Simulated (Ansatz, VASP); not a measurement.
# In2TeS (In2STe bilayer, AB) in two plane-wave programs, part 2 of 2

Wanted: the spread between two codes on one cell, functional and k mesh. The structure shown is the start of the Ansatz relaxation below; VASP solves that cell, so the two are compared at the walk's first step.

VASP 6.6.1 and Ansatz 0.2.0.

So far: The structure; Ansatz: relaxation, PBE with D3(BJ).

### 3. VASP: single point, PBE with D3(BJ), start cell

Level of this step: PBE with D3(BJ); plane waves and PAW (Te, In_d, S) (VASP).

The same cell, functional, mesh and smearing now go to VASP, with its own data sets.

Lines of VASP's logs that name or quote its potential files are left out, and so is its time.

File INCAR:

```
SYSTEM = In2TeS
PREC = Accurate
ENCUT = 400
EDIFF = 1E-06
NELM = 120
ISMEAR = -1
SIGMA = 0.05
LREAL = .FALSE.
ALGO = Normal
GGA = PE
IVDW = 12
NBANDS = 47
LORBIT = 11
LWAVE = .FALSE.
LCHARG = .FALSE.
ISIF = 2
LDIPOL = .TRUE.
IDIPOL = 3
DIPOL = 0.5 0.5 0.504
LVHAR = .TRUE.
LASPH = .TRUE.
GGA_COMPAT = .FALSE.
EFERMI = MIDGAP
NELMDL = -8
KPAR = 2
```

File POSCAR:

```
In2TeS
1.0
    4.1574000000      0.0000000000      0.0000000000
   -2.0787000000      3.6004140000      0.0000000000
    0.0000000000      0.0000000000     57.4264890000
Te In S
2 4 2
Direct
    0.3333333333      0.6666666667      0.3848398254
    0.6666666667      0.3333333333      0.5274263589
    0.0000000000      0.0000000000      0.4109460880
    0.0000000000      0.0000000000      0.4604006176
    0.3333333333      0.6666666667      0.5535326389
    0.3333333333      0.6666666667      0.6029871685
    0.3333333333      0.6666666667      0.4725736236
    0.6666666667      0.3333333333      0.6151601746
```

File KPOINTS:

```
Automatic mesh
0
Gamma
12 12 1
0 0 0
```

Potentials, in the order of the species: Te, In_d and S (PBE family, release 64).

On the command line:

```console
mpirun -np 2 vasp_std
```

Numbers of over 12 decimals in the logs are rounded to 6 here.

Log:

```text
[banner, memory and clock lines left out]
running    2 mpi-ranks, on    1 nodes
 distrk:  each k-point on    1 cores,    2 groups
 distr:  one band on    1 cores,    1 groups

 POSCAR found type information on POSCAR TeInS
 POSCAR found :  3 types and       8 ions
 LDA part: xc-table for (Slater+PW92), standard interpolation
|                                                                             |
|           W    W    AA    RRRRR   N    N  II  N    N   GGGG   !!!           |
|           W    W   A  A   R    R  NN   N  II  NN   N  G    G  !!!           |
|           W    W  A    A  R    R  N N  N  II  N N  N  G       !!!           |
|           W WW W  AAAAAA  RRRRR   N  N N  II  N  N N  G  GGG   !            |
|           WW  WW  A    A  R   R   N   NN  II  N   NN  G    G                |
|           W    W  A    A  R    R  N    N  II  N    N   GGGG   !!!           |
|                                                                             |
|     One of the lattice vectors is very long (>50 A), but AMIN is rather     |
|     large. This can spoil convergence since charge sloshing might occur     |
|     along the long lattice vector. If problems with convergence are         |
|     observed, try to decrease AMIN to a smaller value (e.g. 0.01).          |
|     Note: This warning only applies if the self-consistency cycle is        |
|     used.                                                                   |
|                                                                             |

 POSCAR, INCAR and KPOINTS ok, starting setup
 FFT: planning ... GRIDC
 FFT: planning ... GRID_SOFT
 FFT: planning ... GRID
 WAVECAR not read
 entering main loop
       N       E                     dE             d eps       ncg     rms          rms(c)
DAV:   1     0.563862359287E+03    0.56386E+03   -0.26634E+04  2290   0.104E+03
DAV:   2     0.376222960990E+02   -0.52624E+03   -0.51847E+03  2168   0.294E+02
DAV:   3    -0.263915545349E+02   -0.64014E+02   -0.63544E+02  2349   0.131E+02
DAV:   4    -0.285295600292E+02   -0.21380E+01   -0.21327E+01  2240   0.284E+01
DAV:   5    -0.286008384652E+02   -0.71278E-01   -0.71259E-01  2590   0.456E+00
DAV:   6    -0.286034681729E+02   -0.26297E-02   -0.26296E-02  2735   0.791E-01
DAV:   7    -0.286035271628E+02   -0.58990E-04   -0.58989E-04  2854   0.122E-01
DAV:   8    -0.286035291656E+02   -0.20029E-05   -0.20028E-05  2686   0.221E-02    0.127E+01
DAV:   9    -0.274371509607E+02    0.11664E+01   -0.20343E+00  2454   0.216E+01    0.820E+00
DAV:  10    -0.274498232910E+02   -0.12672E-01   -0.23823E+00  2559   0.111E+01    0.211E+00
DAV:  11    -0.273939471571E+02    0.55876E-01   -0.38390E-01  2583   0.645E+00    0.203E+00
DAV:  12    -0.273964313764E+02   -0.24842E-02   -0.39332E-02  2310   0.883E-01    0.137E+00
DAV:  13    -0.273981009195E+02   -0.16695E-02   -0.53729E-03  2742   0.493E-01    0.744E-01
DAV:  14    -0.273973217827E+02    0.77914E-03   -0.38743E-03  2534   0.526E-01    0.300E-01
[...]
DAV:  24    -0.273975191360E+02   -0.27246E-04   -0.18165E-06  1665   0.400E-03    0.947E-03
DAV:  25    -0.273975313104E+02   -0.12174E-04   -0.20080E-07  1291   0.304E-03    0.678E-03
DAV:  26    -0.273975537024E+02   -0.22392E-04   -0.10629E-06  1336   0.200E-03    0.344E-03
DAV:  27    -0.273975589061E+02   -0.52037E-05   -0.13482E-07  1366   0.214E-03    0.134E-03
DAV:  28    -0.273975634266E+02   -0.45205E-05   -0.12609E-07  1202   0.168E-03    0.114E-03
DAV:  29    -0.273975663917E+02   -0.29652E-05   -0.59331E-08  1254   0.129E-03    0.143E-03
DAV:  30    -0.273975675022E+02   -0.11105E-05   -0.14550E-08  1138   0.708E-04    0.127E-03
DAV:  31    -0.273975681933E+02   -0.69110E-06   -0.23786E-09  1089   0.525E-04
   1 F= -.29506142E+02 E0= -.29506078E+02  d E =-.127717E-03
```

Parts of OUTCAR (step 3):

```text
ion  position               nearest neighbor table
   1  0.333  0.667  0.385-   3 2.83   3 2.83   3 2.83
   2  0.667  0.333  0.527-   5 2.83   5 2.83   5 2.83
   3  0.000  0.000  0.411-   1 2.83   1 2.83   1 2.83   4 2.84
   4  0.000  0.000  0.460-   7 2.50   7 2.50   7 2.50   3 2.84
   5  0.333  0.667  0.554-   2 2.83   2 2.83   2 2.83   6 2.84
   6  0.333  0.667  0.603-   8 2.50   8 2.50   8 2.50   5 2.84
   7  0.333  0.667  0.473-   4 2.50   4 2.50   4 2.50
   8  0.667  0.333  0.615-   6 2.50   6 2.50   6 2.50

  LATTYP: Found a hexagonal cell.
 ALAT       =     4.1574000000
 C/A-ratio  =    13.8130776447

 Subroutine GETGRP returns: Found  6 space group operations
 (whereof  6 operations were pure point group operations)

The static configuration has the point symmetry C_3v.

 Found     19 irreducible k-points:

   k-points           NKPTS =     19   k-points in BZ     NKDIM =     19   number of bands    NBANDS=     47

   dimension x,y,z NGX =    28 NGY =   28 NGZ =  378
   dimension x,y,z NGXF=    56 NGYF=   56 NGZF=  756

   ENCUT  =  400.0 eV  29.40 Ry    5.42 a.u.   6.78  6.78 93.65*2*pi/ulx,y,z

   NELECT =      76.0000    total number of electrons

 k-points in reciprocal lattice and weights: Automatic mesh
   0.00000000  0.00000000  0.00000000       0.007
   0.08333333 -0.00000000  0.00000000       0.042
   0.16666667 -0.00000000  0.00000000       0.042
   0.25000000 -0.00000000  0.00000000       0.042
   0.33333333 -0.00000000  0.00000000       0.042
   0.41666667 -0.00000000  0.00000000       0.042
   0.50000000 -0.00000000  0.00000000       0.021
   0.08333333  0.08333333  0.00000000       0.042
   0.16666667  0.08333333  0.00000000       0.083
[...]
0.33333333  0.25000000  0.00000000       0.083
   0.33333333  0.33333333  0.00000000       0.014

 dipolmoment           0.000000      0.000000     -0.039540 electrons x Angstroem

 average (electrostatic) potential at core
       1 -95.8504       2 -96.0830       3-102.9820       4-103.7087       5-103.1897
       6-103.8701       7 -93.9199       8 -94.0581

 E-fermi :  -1.9166

 k-point     1 :       0.0000    0.0000    0.0000
  band No.  band energies     occupation
    ...
     34      -3.0346      2.00000
     35      -2.4318      1.99993
     36      -2.4318      1.99993
     37      -2.1846      1.99064
     38      -2.1846      1.99064
     39      -1.6882      0.02054
     40      -1.4265      0.00011
     41       0.4277      0.00000
     42       0.5937      0.00000
     43       1.4204      0.00000
    ...

 k-point     2 :       0.0833   -0.0000    0.0000
  band No.  band energies     occupation
    ...
     34      -2.9856      2.00000
     35      -2.7157      2.00000
     36      -2.5653      2.00000
     37      -2.5358      1.99999
     38      -2.2907      1.99887
     39      -1.5394      0.00106
     40      -1.2770      0.00001
     41       0.7397      0.00000
     42       0.9074      0.00000
     43       1.2052      0.00000
    ...

 k-point     3 :       0.1667   -0.0000    0.0000
  band No.  band energies     occupation
    ...
     34      -3.5586      2.00000
     35      -2.8711      2.00000
     36      -2.7927      2.00000
     37      -2.5518      1.99999
     38      -2.4285      1.99993
     39      -1.2142      0.00000
     40      -0.9402      0.00000
     41       0.5446      0.00000
     42       0.7324      0.00000
     43       1.3231      0.00000
    ...

 Edisp (eV)   -2.10857

  Total       3.34736     3.34736     0.45586     0.00000     0.00000     0.00000
  in kB       6.23916     6.23916     0.84968     0.00000     0.00000     0.00000
  external pressure =        4.44 kB  Pullay stress =        0.00 kB

  energy-cutoff  :      400.00
  volume of cell :      859.58
      direct lattice vectors                 reciprocal lattice vectors
     4.157400000  0.000000000  0.000000000     0.240534950  0.138872919  0.000000000
    -2.078700000  3.600414000  0.000000000     0.000000000  0.277745837  0.000000000
     0.000000000  0.000000000 57.426489000     0.000000000  0.000000000  0.017413567

 POSITION                                       TOTAL-FORCE (eV/Angst)
 -----------------------------------------------------------------------------------
     -0.00000      2.40028     22.10000         0.000000      0.000000      0.081379
      2.07870      1.20014     30.28824        -0.000000     -0.000000      0.050942
      0.00000      0.00000     23.59919         0.000000     -0.000000      0.049739
      0.00000      0.00000     26.43919        -0.000000     -0.000000     -1.246787
     -0.00000      2.40028     31.78744        -0.000000     -0.000000      0.016276
     -0.00000      2.40028     34.62744        -0.000000     -0.000000     -1.256791
     -0.00000      2.40028     27.13824         0.000000     -0.000000      1.153539
      2.07870      1.20014     35.32649        -0.000000      0.000000      1.151704
 -----------------------------------------------------------------------------------
    total drift:                                0.000000     -0.000000      0.002672

  FREE ENERGIE OF THE ION-ELECTRON SYSTEM (eV)
  ---------------------------------------------------
  free  energy   TOTEN  =       -29.5061416958 eV

  energy  without entropy=      -29.5060139783  energy(sigma->0) =      -29.50607784

 vacuum level on the upper side and lower side of the slab         2.547         3.024

 total charge
# of ion       s       p       d       tot
------------------------------------------
    1        1.384   2.005   0.023   3.411
    2        1.385   2.004   0.024   3.414
    3        0.890   0.662   9.867  11.419
    4        0.848   0.645   9.905  11.398
    5        0.892   0.661   9.866  11.420
    6        0.850   0.643   9.905  11.398
    7        1.341   2.389   0.000   3.730
    8        1.339   2.393   0.000   3.732
--------------------------------------------------
tot          8.929  11.402  39.590  59.921

[... 3 further parts left out ...]
```

### 4. Side by side

Known differences besides the potentials themselves: Ansatz cuts the interaction across the vacuum, VASP repeats the sheet with a dipole correction; the data sets hold 96 valence electrons in Ansatz (on its default PAW (the set named soft_2) files) and 76 in VASP; the cutoff is 420 eV in Ansatz and 400 eV in VASP. Total energies have different zeros and are not compared.

Forces (eV/Å; atoms numbered as in POSCAR):

| atom | Ansatz x, y, z | VASP x, y, z |
| --- | --- | --- |
| Te1 | 0.000, 0.000, 0.096 | 0.000, 0.000, 0.081 |
| Te2 | 0.000, 0.000, 0.067 | 0.000, 0.000, 0.051 |
| In3 | 0.000, 0.000, 0.035 | 0.000, 0.000, 0.050 |
| In4 | 0.000, 0.000, -1.238 | 0.000, 0.000, -1.247 |
| In5 | 0.000, 0.000, 0.003 | 0.000, 0.000, 0.016 |
| In6 | 0.000, 0.000, -1.250 | 0.000, 0.000, -1.257 |
| S7 | 0.000, 0.000, 1.144 | 0.000, 0.000, 1.154 |
| S8 | 0.000, 0.000, 1.142 | 0.000, 0.000, 1.152 |

The forces differ by 7.1 meV/Å r.m.s., which is 1.4 % of the r.m.s. force of 0.492 eV/Å (both taken over all components). With vacuum in the cell, a pressure given here is an average over mostly empty space and none of the material.

### 5. What came out

| Property | Result |
| --- | --- |
| r.m.s. force difference (single point, PBE with D3(BJ), start cell) | 1.4 % of the r.m.s. force |

In words: The r.m.s. force difference is 1.4 % of the r.m.s. force (single point, PBE with D3(BJ), start cell), within the 3 % picked in this series as the mark of a large difference. The data sets hold unlike numbers of valence electrons (96 in Ansatz and 76 in VASP), so part of the differences comes from the potentials. 1 further run of this series is not shown here. How closely two codes agree says nothing of how well the functional describes the real material.

[Lines on the potential files, build, host, timing and source positions are cut from VASP's logs without a mark.]

[Logs are printed without paths, hosts, clocks, repeated set-up lines and the standing remarks that a program may print on its own settings, such as how far it seeks lower states.]

[Hosts, paths, dates, database ids (printed as entryN), source tags and the programs' standing remarks are cut or masked in the printed files.]
